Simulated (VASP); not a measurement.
These are PBEsol GGA, VASP's PBE PAW potentials (set 64) (plane waves; VASP 6.6.1) values and carry that method's errors.

Input for VASP

File POSCAR:
```
HfB2
1.0
  1.5173879898  -2.6281934067   0.0000000000
  1.5173879898   2.6281934067   0.0000000000
  0.0000000000   0.0000000000   3.3307584553
Hf B
1 2
Cart
  1.5173879898  -2.6281934067   0.0000000000
  1.5173879898   0.8760662210   1.6653792276
  1.5173879898  -0.8760662210   1.6653792276
```

**INCAR**
```
LCHARG=.FALSE.
LMAXMIX=6   ! l cut-off of mixed one-centre charges
IBRION=2
PSTRESS=300   ! kbar
ALGO=Normal
EDIFF=1E-6   ! SCF stop (eV)
PREC=Accurate
LWAVE=.FALSE.
LASPH=.TRUE.
EDIFFG=-0.02   ! ionic stop
NSW=40
SIGMA=0.1
NELM=100   ! most electronic steps
ISIF=3   ! ions, shape and volume
GGA=PS   ! PBEsol
ISMEAR=1   ! Methfessel-Paxton
ENCUT=620   ! plane-wave cut-off (eV)
SYSTEM=HfB2
LREAL=.FALSE.   ! projection in real space or not
```

### KPOINTS
```
Automatic mesh
0
Gamma
12 12 9
0 0 0
```

POTCAR, in this order: Hf_pv B (PBE.64 set). Program: vasp_std.

What VASP printed:

**OUTCAR**
```
 ion  position               nearest neighbor table
   1  0.000  0.000  0.000-   2 2.42   3 2.42   2 2.42   3 2.42   3 2.42   3 2.42   2 2.42   2 2.42
                             3 2.42   3 2.42   2 2.42   2 2.42
   2  0.333  0.667  0.500-   3 1.75   3 1.75   3 1.75   1 2.42   1 2.42   1 2.42   1 2.42   1 2.42
                             1 2.42
   3  0.667  0.333  0.500-   2 1.75   2 1.75   2 1.75   1 2.42   1 2.42   1 2.42   1 2.42   1 2.42
                             1 2.42
  LATTYP: Found a hexagonal cell.
 ALAT       =     3.0347762512
 C/A-ratio  =     1.0975301570
 Subroutine PRICEL returns:
 Original cell was already a primitive cell.
 Subroutine GETGRP returns: Found 24 space group operations
The static configuration has the point symmetry D_6h.
The dynamic configuration has the point symmetry D_6h.
 Subroutine INISYM returns: Found 24 space group operations
 Subroutine IBZKPT returns following result:
 Found     95 irreducible k-points:

 Following reciprocal coordinates:
            Coordinates               Weight
  0.000000  0.000000  0.000000      1.000000
  0.083333 -0.000000  0.000000      6.000000
  0.166667 -0.000000  0.000000      6.000000
  0.250000 -0.000000  0.000000      6.000000
  0.333333  0.000000  0.000000      6.000000
  0.416667 -0.000000  0.000000      6.000000
  0.500000 -0.000000  0.000000      3.000000
  0.083333  0.083333  0.000000      6.000000
  0.166667  0.083333  0.000000     12.000000
  0.250000  0.083333  0.000000     12.000000
  0.333333  0.083333  0.000000     12.000000
  0.416667  0.083333  0.000000     12.000000
  0.166667  0.166667  0.000000      6.000000
  0.250000  0.166667  0.000000     12.000000
  0.333333  0.166667  0.000000     12.000000
  0.416667  0.166667  0.000000      6.000000
  0.250000  0.250000  0.000000      6.000000
  0.333333  0.250000  0.000000     12.000000
  0.333333  0.333333  0.000000      2.000000
  0.000000  0.000000  0.111111      2.000000
  0.083333 -0.000000  0.111111     12.000000
  0.166667 -0.000000  0.111111     12.000000
  0.250000 -0.000000  0.111111     12.000000
  0.333333  0.000000  0.111111     12.000000
  0.416667 -0.000000  0.111111     12.000000
  0.500000 -0.000000  0.111111      6.000000
  0.083333  0.083333  0.111111     12.000000
  0.166667  0.083333  0.111111     24.000000
  0.250000  0.083333  0.111111     24.000000
  0.333333  0.083333  0.111111     24.000000
  0.416667  0.083333  0.111111     24.000000
  0.166667  0.166667  0.111111     12.000000
  0.250000  0.166667  0.111111     24.000000
  0.333333  0.166667  0.111111     24.000000
  0.416667  0.166667  0.111111     12.000000
  0.250000  0.250000  0.111111     12.000000
  0.333333  0.250000  0.111111     24.000000
  0.333333  0.333333  0.111111      4.000000
  0.000000  0.000000  0.222222      2.000000
  0.083333 -0.000000  0.222222     12.000000
   k-points           NKPTS =     95   k-points in BZ     NKDIM =     95   number of bands    NBANDS=     12
   number of dos      NEDOS =    301   number of ions     NIONS =      3
   total plane-waves  NPLWV =  21952
   dimension x,y,z NGX =    28 NGY =   28 NGZ =   28
   dimension x,y,z NGXF=    56 NGYF=   56 NGZF=   56
   ions per type =               1   2
   PREC   = accura    normal or accurate (medium, high low for compatibility)
   ISTART =      0    job   : 0-new  1-cont  2-samecut
   ICHARG =      2    charge: 1-file 2-atom 10-const
   ISPIN  =      1    spin polarized calculation?
   LNONCOLLINEAR =      F non collinear calculations
   LSORBIT =      F    spin-orbit coupling
   INIWAV =      1    electr: 0-lowe 1-rand  2-diag
   ENCUT  =  620.0 eV  45.57 Ry    6.75 a.u.   6.16  6.16  6.76*2*pi/ulx,y,z
...
```

OSZICAR:
```
       N       E                     dE             d eps       ncg     rms          rms(c)
DAV:   1     0.355253659162E+02    0.35525E+02   -0.94454E+03  2288   0.148E+03
DAV:   2    -0.279934793752E+02   -0.63519E+02   -0.59772E+02  2864   0.271E+02
DAV:   3    -0.299690975406E+02   -0.19756E+01   -0.19276E+01  3016   0.356E+01
DAV:   4    -0.299830686295E+02   -0.13971E-01   -0.13962E-01  2716   0.320E+00
DAV:   5    -0.299831786530E+02   -0.11002E-03   -0.11001E-03  2960   0.245E-01    0.650E+01
DAV:   6    -0.277876688295E+02    0.21955E+01   -0.47005E+00  2696   0.153E+01    0.461E+01
DAV:   7    -0.277475956747E+02    0.40073E-01   -0.19168E+00  2820   0.100E+01    0.108E+01
DAV:   8    -0.276474415938E+02    0.10015E+00   -0.64378E-01  2636   0.593E+00    0.202E+00
DAV:   9    -0.276420422509E+02    0.53993E-02   -0.40488E-02  2632   0.167E+00    0.299E-01
DAV:  10    -0.276419523326E+02    0.89918E-04   -0.10738E-03  2800   0.300E-01    0.384E-01
DAV:  11    -0.276419525415E+02   -0.20887E-06   -0.80525E-05  2740   0.740E-02    0.153E-01
DAV:  12    -0.276419498150E+02    0.27264E-05   -0.60064E-06  2756   0.219E-02    0.301E-02
DAV:  13    -0.276419499811E+02   -0.16606E-06   -0.24171E-07  1588   0.502E-03
   1 F= -.22667584E+02 E0= -.22667639E+02  d E =-.226676E+02
```

OUTCAR:
```
------------------------ aborting loop because EDIFF is reached ----------------------------------------
  FORCE on cell =-STRESS in cart. coord.  units (eV):
  Direction    XX          YY          ZZ          XY          YZ          ZX
  --------------------------------------------------------------------------------------
  Total        4.9622479      4.9622491      5.0086609      0.0000000     -0.0000000      0.0000000
  in kB      299.2691419    299.2692133    302.0682750      0.0000000     -0.0000000      0.0000000
  external PRESSURE =       0.2022101 kB  Pullay stress =     300.0000000 kB
  volume of cell :       26.57
      direct lattice vectors                 reciprocal lattice vectors
     1.517387990 -2.628193407  0.000000000     0.329513614 -0.190244751  0.000000000
     1.517387990  2.628193407  0.000000000     0.329513614  0.190244751  0.000000000
     0.000000000  0.000000000  3.330758455     0.000000000  0.000000000  0.300231918
 POSITION                                       TOTAL-FORCE (eV/Angst)
 -----------------------------------------------------------------------------------
      0.00000      0.00000      0.00000         0.000000      0.000000      0.000000
      1.51739      0.87607      1.66538         0.000000     -0.000000      0.000000
      1.51739     -0.87607      1.66538        -0.000000     -0.000000     -0.000000
 -----------------------------------------------------------------------------------
    total drift:                                0.000000      0.000000      0.000000
  FREE ENERGIE OF THE ION-ELECTRON SYSTEM (eV)
  ---------------------------------------------------
  free  energy   TOTEN  =       -27.6419499811 eV

  energy  without entropy=      -27.6421165192  energy(sigma->0) =      -27.64200549
  enthalpy is  TOTEN    =       -22.6675835862 eV   P V=        4.9743663949

 reached required accuracy - stopping structural energy minimisation
```
(Selected blocks of OUTCAR.)

File OUTCAR:
```
 val. band max:        8.5548053432   @ k =   0.1667   0.1667   0.1111

 cond. band min:       8.6405827094   @ k =   0.1667   0.1667   0.2222


 Fermi energy:         8.5944954096

 k-point     1 :       0.0000    0.0000    0.0000
  band No.  band energies     occupation
      1     -21.7699      2.00000
      2     -21.1155      2.00000
      3     -21.1155      2.00000
      4      -5.8888      2.00000
      5       5.1514      2.00000
      6       5.2468      2.00000
      7       5.2468      2.00000
      8       5.8697      2.00000
      9      13.0254      0.00000
     10      13.0255      0.00000
     11      13.8435      0.00000
     12      13.8921      0.00000

 k-point     2 :       0.0833   -0.0000    0.0000
  band No.  band energies     occupation
      1     -21.7566      2.00000
      2     -21.1965      2.00000
      3     -21.1329      2.00000
      4      -5.7187      2.00000
      5       4.8302      2.00000
      6       5.2599      2.00000
      7       5.3164      2.00000
      8       5.6879      2.00000
      9      12.4663      0.00000
     10      12.9011      0.00000
     11      12.9368      0.00000
     12      13.2564      0.00000

 k-point     3 :       0.1667   -0.0000    0.0000
  band No.  band energies     occupation
      1     -21.7200      2.00000
      2     -21.4119      2.00000
      3     -21.1803      2.00000
      4      -5.2341      2.00000
      5       3.8339      2.00000
      6       5.2529      2.00000
      7       5.2621      2.00000
      8       5.7017      2.00000
      9      11.2651      0.00000
     10      12.5795      0.00000
     11      12.5836      0.00000
     12      13.3998      0.00000

 k-point     4 :       0.2500   -0.0000    0.0000
  band No.  band energies     occupation
      1     -21.6933      2.00000
      2     -21.6695      2.00000
      3     -21.2442      2.00000
      4      -4.4971      2.00000
      5       2.6195      2.00000
      6       4.7591      2.00000
...
```

Unless said otherwise, spin-orbit coupling is left out, though it shifts the bands of the heavy elements here.

The compound is HfB2 in the AlB2 type structure. It was relaxed first under an external pressure of 30 GPa.
